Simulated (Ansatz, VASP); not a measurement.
This is a calculation of MnHg for VASP 6.6.1.

run.py

```python
from ase.calculators.vasp import Vasp
from ase.dft.bandgap import bandgap
from ase.io import read

atoms = read('MnHg.xyz')
atoms.set_initial_magnetic_moments([0.0, 4.0])
calc = Vasp(
    directory='calc',
    xc='pbesol',
    pp='PBE',
    setups='materialsproject',
    prec='Accurate',
    encut=520,
    ediff=1e-06,
    ismear=0,
    sigma=0.05,
    lreal=False,
    lasph=True,
    nelm=150,
    algo='Normal',
    isif=2,
    lwave=False,
    lcharg=True,
    ispin=2,
    lorbit=11,
    lmaxmix=4,
    lelf=True,
    lvhar=True,
    kpts=[8, 8, 8],
    gamma=True,
)
atoms.calc = calc

print('energy (eV):', atoms.get_potential_energy())
print('free energy (eV):', atoms.get_potential_energy(force_consistent=True))
print('forces (eV/A):')
print(atoms.get_forces())
print('stress (eV/A^3, Voigt):', atoms.get_stress())
print('Fermi level (eV):', calc.get_fermi_level())
print('moment (muB):', atoms.get_magnetic_moment())
print('site moments (muB):', atoms.get_magnetic_moments())
gap, top, bottom = bandgap(calc)
print('band gap (eV):', gap, 'from (spin, k, band)', top, 'to', bottom)
```

The input MnHg.xyz:

```xyz
2
Lattice="3.2880000000 0.0000000000 0.0000000000 0.0000000000 3.2880000000 0.0000000000 0.0000000000 0.0000000000 3.3130000000" Properties=species:S:1:pos:R:3 pbc="T T T"
Hg     0.0000000000      0.0000000000      0.0000000000
Mn     1.6440000000      1.6440000000      1.6565000000
```

Potentials or basis: VASP PAW PBE potentials, release 64 (Hg, Mn_pv).

Launch:

```bash
$ python run.py
```

Q: Translate it to Ansatz 0.2.0. Potentials there: Ansatz PAW.

A: As run (the cutoff follows the program's own potentials):

File input.yaml:

```yaml
crystal:
  lattice:
    - [3.288, 0.0, 0.0]
    - [0.0, 3.288, 0.0]
    - [0.0, 0.0, 3.313]
  atoms:
    - { symbol: Hg, position: [0.0, 0.0, 0.0] }
    - { symbol: Mn, position: [0.5, 0.5, 0.5], spin: 4.0 }
hamiltonian:
  xc: pbesol
  pseudopotentials: { kind: paw }
magnetization:
  spin_polarized: true
kpoints:
  mp_grid: { grid: [8, 8, 8] }
scf:
  occupations: { method: gaussian, width: 0.05 }
output:
  forces: true
  stress: true
  eigenvalues: true
```

Potentials or basis: Ansatz PAW.

Command:

```console
$ ansatz run input.yaml --threads 2 --pin off --max-ram 5632MiB --backend cpu --events-out ev --progress --plain --runs-dir out
```

Both were run:

|  | VASP | Ansatz | Ansatz less VASP |
| --- | --- | --- | --- |
| gap on the k mesh at the Fermi level (eV) | none | none | - |
| pressure (GPa) | -2.9 | -3.4 | -0.49 |
| net moment per atom (μB) | 1.95 | 1.95 | -0.001 |
| size of the moment on the site where the two differ most (μB) | 3.81 | 3.86 | +0.050 |

Site moments also hang on the region over which each program counts them. A gap of «none» marks a metal or a gap that the smearing closes. The two sets of potentials don't hold the same shells in valence.

Caveats: the PAW data sets were made with another functional, which shifts forces and pressure a little (VASP); the PAW data sets come from PBE, with cores solved anew for the run's functional, which leaves a small shift of forces and pressure (Ansatz). The runs have no spin-orbit coupling, so splittings on Hg are missing.
